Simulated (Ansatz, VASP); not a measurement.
## ZrC: VASP beside Ansatz

Aim: how closely do two programs agree when they are given the same cell, functional and k mesh? The cell is taken from a series of runs on this material, whose earlier steps may have relaxed, scaled, displaced or heated it; both programs get it as it stands.

Method: plane waves, with VASP 6.6.1 beside it; elastic constants at PBEsol, in Ansatz 0.2.0.

## 1. The starting structure

The structure is cubic, space group Fm-3m (No. 225). Conventional cell: a = 4.700 Å, b = 4.700 Å, c = 4.700 Å, α = 90.00°, β = 90.00°, γ = 90.00°. Zr has 6 C at 2.35 Å nearest. C has 6 Zr at 2.35 Å nearest. Farther neighbours are not listed.

## 2. Ansatz: elastic constants, PBEsol

Ansatz runs on its default PAW (the set named soft_2) files.

Elastic constants are differences of stresses under small strains, so they test the stress and the mesh.

Contents of input.yaml:

```yaml
crystal:
  lattice:
    - [0.0, 2.350211, 2.350211]
    - [2.350211, 0.0, 2.350211]
    - [2.350211, 2.350211, 0.0]
  atoms:
    - { symbol: Zr, position: [0.5, 0.5, 0.5] }
    - { symbol: C, position: [0.0, 0.0, 0.0] }
kpoints:
  mp_grid: { grid: [28, 28, 28] }
hamiltonian:
  xc: pbesol
scf:
  occupations: { method: methfessel_paxton, width: 0.25 }
output:
  forces: true
  stress: true
  eigenvalues: true
elastic:
  mode: relaxed_ion
  stencil: two_point
  amplitude: 0.01
```

Launch:

```
$ ansatz run input.yaml --threads 4 --pin off --max-ram 16384MiB --backend cpu --events-out ev --progress --plain --runs-dir out
```

Numbers of over 12 decimals in the logs are rounded to 6 here.

The log of the run:

```text
Engine: ansatz 0.2.0, aarch64-unknown-linux-gnu
Pseudopotentials: kind: paw
Pseudopotential: Zr, paw, valence charge 12, recommended cutoff 420 eV (normal), Zr.paw.azcp
Pseudopotential: C, paw, valence charge 4, recommended cutoff 420 eV (normal), C.paw.azcp
Functional definition: PBEsol
  exchange = pbesol_x
  correlation = pbesol_c
Crystal: 2 atoms, lattice volume = 25.963 Å³
Basis set: ecut = 420 eV, 531 PW (Γ), exchange–correlation on 48×48×48 points (8 copies of the dense FFT grid, shifted against one another)
Bands: 12, of which v1, the nominal top of the filled ones, is band 8 counted from 1 (7 counted from 0)
Symmetry: 48 space group operations
Space group: Fm-3m (ITA 225), of the structure as read, at distance tolerance 3.0e-5 Å
k-points: 624 of 21952
Non-local potential: Zr, projectors of the file, l = 0: 3, l = 1: 2, l = 2: 2, l = 3: 2
Non-local potential: C, projectors of the file, l = 0: 2, l = 1: 2, l = 2: 1
PAW form: soft (Blöchl's): semilocal exchange-correlation on the pseudo side does not see the compensation charge
PAW frozen core: Zr, regenerated for the run's functional, and the local potential with it (the file was generated under x = pbe(κ = 0.804, μ = 0.219515), c = pbe(β = 0.066725))
PAW frozen core: C, regenerated for the run's functional, and the local potential with it (the file was generated under x = pbe(κ = 0.804, μ = 0.219515), c = pbe(β = 0.066725))
PAW one-centre angular grid: Zr, 590 points (default); XC on 64 Gauss nodes
PAW one-centre angular grid: C, 110 points (default); XC on 64 Gauss nodes
Initial density: superposition of atomic densities (neutral atoms: chi_scale 0, normalization atom), corrected by the library's trained network
Initial wavefunctions: pseudopotential atomic-orbital guess
Functional: x = pbesol(κ = 0.804, μ = 0.123457), c = pbesol(β = 0.046)
SCF iter   1: F=—  HF=-4377.171744 eV  |F-HF|=—  |Δ(HF+E_count)|=         —  Δρ=8.68e-3  dr2=2.49e-2  ethr=1.77e-3  ⟨swp⟩=5.0  Hψ=38197  notcnv=0
preconditioner: auto → none  [metal: Δε(μ)=0.005 eV  Ē_g=17.946 eV  σ=0.250 eV  W_gap=0.02  n_scr=8 (ndim 8)  ℏωp=27.3 eV  f_vac=0.000  D(μ)=0.30/eV (n_scr^D=0)  sad-step TF]
SCF iter   2: F=—  HF=-4377.167754 eV  |F-HF|=—  |Δ(HF+E_count)|=   3.99e-3  S|Δr|=    0.00e0  Δρ=5.35e-3  dr2=1.01e-2  ethr=1.55e-4  ⟨swp⟩=1.0  Hψ=12480  notcnv=0
SCF iter   3: F=—  HF=-4377.165512 eV  |F-HF|=—  |Δ(HF+E_count)|=   2.24e-3  S|Δr|=    0.00e0  Δρ=6.13e-4  dr2=4.74e-5  ethr=6.30e-5  ⟨swp⟩=2.0  Hψ=9578  notcnv=0
SCF iter   4: F=—  HF=-4377.165491 eV  |F-HF|=—  |Δ(HF+E_count)|=   2.03e-5  S|Δr|=    0.00e0  Δρ=1.39e-4  dr2=2.33e-6  ethr=2.96e-7  ⟨swp⟩=2.1  Hψ=12164  notcnv=0
SCF iter   5: F=—  HF=-4377.165492 eV  |F-HF|=—  |Δ(HF+E_count)|=   5.58e-7  S|Δr|=    0.00e0  Δρ=1.92e-5  dr2=6.17e-8  ethr=1.46e-8  ⟨swp⟩=2.9  Hψ=12812  notcnv=0
SCF iter   6: F=—  HF=-4377.165492 eV  |F-HF|=—  |Δ(HF+E_count)|=   6.67e-8  S|Δr|=    0.00e0  Δρ=1.08e-6  dr2=1.30e-10  ethr=3.86e-10  ⟨swp⟩=2.0  Hψ=12477  notcnv=0
SCF iter   7: F=—  HF=-4377.165492 eV  |F-HF|=—  |Δ(HF+E_count)|=  9.09e-12  S|Δr|=    0.00e0  Δρ=4.82e-8  dr2=2.86e-13  ethr=8.14e-13 (applied; sched 1.00e-12)  ⟨swp⟩=2.1  Hψ=12385  notcnv=0
SCF iter   8: F=-4377.165492 eV  HF=-4377.165492 eV  |F-HF|=9.09e-13  |Δ(HF+E_count)|=  1.82e-12  S|Δr|=    0.00e0  Δρ=3.99e-9  dr2=3.15e-15  ethr=1.00e-12  ⟨swp⟩=4.7  Hψ=25515  notcnv=0
SCF 1 converged in 8 iterations: F = -4377.165492 eV  dr2 = 3.15e-15
  greatest PAW one-centre occupation: 0.996 electrons in one spin orbital (limit 2), on the Zr atom at site 0 (counted from 0), in its partial waves of l = 0
Crystal: 2 atoms, lattice volume = 25.703 Å³
Symmetry: 16 space group operations
k-points: 1639 of 21952
Initial density: handed on by an earlier stage of this run
Initial wavefunctions: those handed on with the density
iter 1 solved again at ethr=8.64e-6 eV; its pass at ethr=3.10e-3 eV (dr2=1.38e-3 eV) is discarded
SCF iter   1: F=—  HF=-4377.169532 eV  |F-HF|=—  |Δ(HF+E_count)|=         —  Δρ=2.26e-3  dr2=1.45e-3  ethr=8.64e-6  ⟨swp⟩=1.3  Hψ=137402  notcnv=0
preconditioner: auto → none  [metal: Δε(μ)=0.007 eV  Ē_g=18.005 eV  σ=0.250 eV  W_gap=0.02  n_scr=8 (ndim 8)  ℏωp=27.4 eV  f_vac=0.000  D(μ)=0.29/eV (n_scr^D=0)]
[...]
SCF 2 converged in 8 iterations: F = -4377.169068 eV  dr2 = 3.00e-15
Crystal: 2 atoms, lattice volume = 26.222 Å³
[...]
preconditioner: auto → none  [metal: Δε(μ)=0.005 eV  Ē_g=17.915 eV  σ=0.250 eV  W_gap=0.02  n_scr=8 (ndim 8)  ℏωp=27.1 eV  f_vac=0.000  D(μ)=0.30/eV (n_scr^D=0)]
[...]
SCF 3 converged in 6 iterations: F = -4377.154523 eV  dr2 = 1.96e-14
Crystal: 2 atoms, lattice volume = 25.962 Å³
Symmetry: 8 space group operations
k-points: 3060 of 21952
[...]
preconditioner: auto → none  [metal: Δε(μ)=0.003 eV  Ē_g=17.957 eV  σ=0.250 eV  W_gap=0.01  n_scr=8 (ndim 8)  ℏωp=27.3 eV  f_vac=0.000  D(μ)=0.30/eV (n_scr^D=0)]
[...]
SCF iter   5: F=—  HF=-4377.164271 eV  |F-HF|=—  |Δ(HF+E_count)|=  9.91e-11  S|Δr|=    0.00e0  Δρ=3.93e-7  dr2=2.59e-11  ethr=2.87e-12  ⟨swp⟩=2.2  Hψ=57027  notcnv=0
SCF iter   6: F=—  HF=-4377.164271 eV  |F-HF|=—  |Δ(HF+E_count)|=    0.00e0  S|Δr|=    0.00e0  Δρ=6.09e-8  dr2=5.32e-13  ethr=1.62e-13 (applied; sched 1.00e-12)  ⟨swp⟩=2.1  Hψ=49240  notcnv=0
SCF iter   7: F=-4377.164271 eV  HF=-4377.164271 eV  |F-HF|=0.00e0  |Δ(HF+E_count)|=  9.09e-13  S|Δr|=    0.00e0  Δρ=5.66e-9  dr2=5.56e-15  ethr=1.00e-12  ⟨swp⟩=4.8  Hψ=125339  notcnv=0
SCF 4 converged in 7 iterations: F = -4377.164271 eV  dr2 = 5.56e-15
iter 1 solved again at ethr=2.61e-9 eV; its pass at ethr=3.10e-3 eV (dr2=4.17e-7 eV) is discarded
SCF iter   1: F=—  HF=-4377.164271 eV  |F-HF|=—  |Δ(HF+E_count)|=         —  Δρ=3.31e-5  dr2=3.52e-7  ethr=2.61e-9  ⟨swp⟩=2.1  Hψ=248637  notcnv=0
SCF iter   2: F=—  HF=-4377.164271 eV  |F-HF|=—  |Δ(HF+E_count)|=   5.89e-7  S|Δr|=    0.00e0  Δρ=1.21e-5  dr2=3.75e-8  ethr=2.20e-9  ⟨swp⟩=2.0  Hψ=41951  notcnv=0
SCF iter   3: F=—  HF=-4377.164271 eV  |F-HF|=—  |Δ(HF+E_count)|=   7.55e-9  S|Δr|=    0.00e0  Δρ=2.48e-6  dr2=1.27e-9  ethr=2.34e-10  ⟨swp⟩=2.0  Hψ=41632  notcnv=0
SCF iter   4: F=—  HF=-4377.164271 eV  |F-HF|=—  |Δ(HF+E_count)|=  1.76e-10  S|Δr|=    0.00e0  Δρ=2.58e-7  dr2=1.18e-11  ethr=7.96e-12  ⟨swp⟩=2.0  Hψ=54185  notcnv=0
SCF iter   5: F=—  HF=-4377.164271 eV  |F-HF|=—  |Δ(HF+E_count)|=  1.82e-12  S|Δr|=    0.00e0  Δρ=4.65e-8  dr2=3.62e-13  ethr=7.36e-14 (applied; sched 1.00e-12)  ⟨swp⟩=2.6  Hψ=60284  notcnv=0
SCF iter   6: F=-4377.164271 eV  HF=-4377.164271 eV  |F-HF|=0.00e0  |Δ(HF+E_count)|=  1.82e-12  S|Δr|=    0.00e0  Δρ=8.58e-9  dr2=1.69e-14  ethr=1.00e-12  ⟨swp⟩=4.0  Hψ=118128  notcnv=0
SCF 5 converged in 6 iterations: F = -4377.164271 eV  dr2 = 1.69e-14
SCF converged after 8 iterations
Stability not checked: this state was not tested for a lower state beside it, because cold or Methfessel-Paxton smearing, or corrected tetrahedra, fill the levels in a way that the test cannot read (fill_not_monotonic; see scf.lower_state_search)
Free energy (F): -4377.165492 eV
Harris-Foulkes:  -4377.165492 eV  (|F-HF|=9.09e-13)
Internal energy: -4377.165931 eV  (E = F + TS)
E sigma→0 (E₀):  -4377.165602 eV
Entropy (-TS):   0.000439 eV (0.220 meV/atom)
Fermi energy:    14.748547 eV
--- Per-component energies (eV) ---
  E_band       = -49.903973
  E_kinetic    = 421.779020
  E_local      = -595.551854  (includes V_loc(G=0)·N_el)
  E_nonlocal   = 106.079869
  E_hartree    = 178.095511
  E_xc         = -209.677519
  E_vxc        = -251.673240  (∫ρ·V_xc dr)
  E_paw        = -2994.185451  (= ΣΔE_a)
  E_vpaw       = -86.728824  (= ΣTr[D̂ρ^β])
  E_aug_tail   = 0.000033  (compensation charges beyond the density's cutoff)
  E_ewald      = -1283.892361
  E_core_change = 0.186821  (= ΣΔE_core)
  E_smearing   = 0.000439  (= −TS)
  E_closure    = -0.000000  (closes the sum)
  Σ components = -4377.165492   (vs F -4377.165492, Δ=0.00e0)
--- Forces (eV/Å), atoms counted from 1 ---
  atom   1  Zr     0.00000000     0.00000000     0.00000000
  atom   2  C     -0.00000000    -0.00000000    -0.00000000
  max |Σ_I F_I| component: 3.24e-29 eV/Å
--- Stress (GPa, compression-positive) ---
       -4.571297       0.000000      -0.000000
        0.000000      -4.571297      -0.000000
        0.000000      -0.000000      -4.571297
  P = ⅓ Tr σ = -4.5713 GPa (-45.713 kbar)
--- Band table (eV; the first three rows and the last of 624) ---
  k-point 0: bands = [... 4 lower, 3.4555, 15.6926, 15.6926, 15.6926, 15.7991, 15.7991, 15.7991, 17.5462]
  k-point 1: bands = [... 4 lower, 3.4852, 15.2971, 15.4371, 15.4371, 15.9247, 15.9247, 16.1255, 17.7367]
  k-point 2: bands = [... 4 lower, 3.5732, 14.7960, 15.0270, 15.0270, 16.0554, 16.0554, 16.4297, 18.1970]
  k-point 623: bands = [... 4 lower, 5.3446, 12.0928, 12.3828, 12.3828, 18.0176, 18.0176, 20.4246, 21.7814]
--- Elastic constants: 2 strain directions × 2 members + reference (group order 48) ---
  dense FFT box of the reference and of every strained cell: 24×24×24
  strains applied: 11, 23; error gains: componentwise 1.00 (the most a stress slope's error grows in a printed constant), spectral 1.73 (1 for all six strains in a standard setting)
  C = ∂σ_k/∂η_j (tension-positive GPa; Voigt order 11 22 33 23 13 12):
       456.222     98.485     98.485     -0.000      0.000     -0.000
        98.485    456.222     98.485     -0.000     -0.000      0.000
        98.485     98.485    456.222     -0.000      0.000      0.000
         0.000     -0.000     -0.000    152.743      0.000     -0.000
        -0.000      0.000     -0.000     -0.000    152.743      0.000
        -0.000      0.000     -0.000     -0.000      0.000    152.743
  reference stress σ⁰ (GPa):      4.571      4.571      4.571      0.000      0.000     -0.000
  C* (energy form; C + prestress term) asymmetry max|C*_kj − C*_jk| = 4.263e-14 GPa — a small one proves nothing (zero by symmetry where the batch's group is 432, −43m or m−3m); a large one is finite-difference/SCF noise where every solve meets its electron count
  moduli (Voigt/Reuss/Hill, GPa): K = 217.73/217.73/217.73   G = 163.19/162.22/162.71   E = 390.78   ν = 0.201
  mechanically stable: yes (min eigenvalue of sym C = 152.74 GPa)
  strain η (Voigt 11):  stress-route row diagonal C_11 = 456.22 GPa, energy-path curvature d²(F+E_count+ΔE)/dδ²/Ω₀ = 455.92 GPa
         δ    σ_11 (GPa)             F (eV)   n_scf  n_hpsi   n_pw
    -1.000e-2      -0.2414       -4377.1690676       8  409818    531   relax 0 steps, max|allowed force component| 2.07e-30 eV/Å
     1.000e-2       8.8831       -4377.1545234       6  334144    532   relax 0 steps, max|allowed force component| 1.42e-29 eV/Å
  strain η (Voigt 23):  stress-route row diagonal C_44 = 152.74 GPa, energy-path curvature d²(F+E_count+ΔE)/dδ²/Ω₀ = 150.46 GPa
         δ    σ_23 (GPa)             F (eV)   n_scf  n_hpsi   n_pw
    -1.000e-2      -1.5274       -4377.1642707       7  666606    531   relax 0 steps, max|allowed force component| 2.23e-29 eV/Å
     1.000e-2       1.5274       -4377.1642707       6  607457    531   relax 0 steps, max|allowed force component| 1.11e-28 eV/Å
```

(Continued in part 2 of 2.)

[Lines on the potential files, build, host, timing and source positions are cut from VASP's logs without a mark.]

[Logs are printed without paths, hosts, clocks, repeated set-up lines and the standing remarks that a program may print on its own settings, such as how far it seeks lower states.]

[Hosts, paths, dates, database ids (printed as entryN), source tags and the programs' standing remarks are cut or masked in the printed files.]
